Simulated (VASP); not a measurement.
An input for Ansatz (written as the equivalent of a VASP run, and not itself run):

Ansatz 0.2 input:
```yaml
crystal:
  lattice:
    - [0.0000000, 2.2383965, 2.2383965]
    - [2.2383965, 0.0000000, 2.2383965]
    - [2.2383965, 2.2383965, 0.0000000]
  atoms:
    - { symbol: Nb, position: [0.0000000, 0.0000000, 0.0000000] }
    - { symbol: N, position: [0.5000000, 0.5000000, 0.5000000] }
kpoints:
  mp_grid: { grid: [14, 14, 14] }
hamiltonian:
  xc: revpbe
  pseudopotentials: { kind: paw }
scf:
  occupations: { method: methfessel_paxton, width: 0.1 }
  max_iter: 100
output: { forces: true, stress: true, eigenvalues: true }
```

Task: Write the VASP files for the same calculation (revPBE).

Result: This is not unique; one that fits is 
INCAR:
```
ALGO = Normal
EDIFF = 1E-7
ENCUT = 520
GGA = RE
ISIF = 2
ISMEAR = 1
LASPH = .True.
LCHARG = .False.
LMAXMIX = 4
LREAL = .False.
LWAVE = .False.
NELM = 100
PREC = Accurate
SIGMA = 0.1
SYSTEM = NbN
```

**KPOINTS**
```
Automatic
0
gamma
14 14 14
0 0 0
```

POSCAR:
```
NbN
2.2383970
  0.0000000000   0.9999997966   0.9999997966
  0.9999997966   0.0000000000   0.9999997966
  0.9999997966   0.9999997966   0.0000000000
Nb N
1 1
Direct
  0.0000000000   0.0000000000   0.0000000000
  0.5000000000   0.5000000000   0.5000000000
```

POTCAR, in this order: Nb_sv N (PBE.64 set). Program: vasp_std.

Limits of the translation: each code has its own PAW files, so the cut-off isn't converted (ENCUT is set for VASP's; basis.ecutwfc is left out, and Ansatz then takes the one that its files recommend); Ansatz stops its SCF on the density residual and VASP on the energy change (EDIFF).

The compound is NbN in the rock salt structure, the cubic δ form, which competes with hexagonal ones. This cell is one point of a volume scan, at 1.03 of the reference volume.
